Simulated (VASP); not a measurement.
LaSi2Pt2:

```xyz
10
Lattice="4.3059 0.0000 0.0000 0.0000 4.3059 0.0000 0.0000 0.0000 9.8688" Properties=species:S:1:pos:R:3 pbc="T T T"
La    0.0000    2.1530    2.5269
La    2.1530    0.0000    7.3418
Si    0.0000    0.0000    4.9344
Si    2.1530    2.1530    4.9344
Si    0.0000    2.1530    8.6040
Si    2.1530    0.0000    1.2647
Pt    0.0000    0.0000    0.0000
Pt    2.1530    2.1530    0.0000
Pt    0.0000    2.1530    6.1231
Pt    2.1530    0.0000    3.7456
```

The cell is a database's computed one.

```yaml
Program: VASP 6.6.1
Task: relaxation of cell and atoms
Functional: PBEsol
Potentials_or_basis: VASP PAW PBE potentials, release 64 (La, Si, Pt)
Cutoff: 600 eV
k_mesh: 10 × 10 × 4
Occupations: methfessel-paxton, width 0.1 eV
Spin: no spin polarisation
```

At the start: pressure -3.3 GPa; volume 18.30 Å³/atom.

Q: How do energy, volume and symmetry change on relaxing?

A: Over 12 steps the energy falls by 4.5 meV/atom and the volume is 17.89 Å³/atom (-2.3 %); space group P4/nmm (No. 129, to 0.05 Å).

Step by step:
```tsv
step	energy change (eV)	largest force (eV/Å)	pressure (GPa)	volume (Å³)
1	0.0000	0.1058	-3.30	182.98
2	0.0624	0.3447	5.88	173.17
3	-0.0415	0.1984	0.00	179.10
4	-0.0415	0.2001	0.06	179.02
5	-0.0441	0.0815	0.06	178.92
6	-0.0444	0.0507	0.06	178.87
7	-0.0451	0.0280	-0.09	179.01
8	-0.0452	0.0181	-0.20	179.12
9	-0.0453	0.0275	0.15	178.73
10	-0.0454	0.0166	0.00	178.89
11	-0.0455	0.0123	0.01	178.88
12	-0.0455	0.0046	0.02	178.86
```

Final structure:
```yaml
crystal:
  lattice:
    - [4.26743, 0.00000, 0.00000]
    - [0.00000, 4.26743, 0.00000]
    - [0.00000, 0.00000, 9.82144]
  atoms:
    - { symbol: La, position: [0.00000, 0.50000, 0.25601] }
    - { symbol: La, position: [0.50000, 0.00000, 0.74399] }
    - { symbol: Si, position: [0.00000, 0.00000, 0.50000] }
    - { symbol: Si, position: [0.50000, 0.50000, 0.50000] }
    - { symbol: Si, position: [0.00000, 0.50000, 0.86960] }
    - { symbol: Si, position: [0.50000, 0.00000, 0.13040] }
    - { symbol: Pt, position: [0.00000, 0.00000, 0.00000] }
    - { symbol: Pt, position: [0.50000, 0.50000, 0.00000] }
    - { symbol: Pt, position: [0.00000, 0.50000, 0.62053] }
    - { symbol: Pt, position: [0.50000, 0.00000, 0.37947] }
```

Caveat: the PAW data sets were made with another functional, which shifts forces and pressure a little.
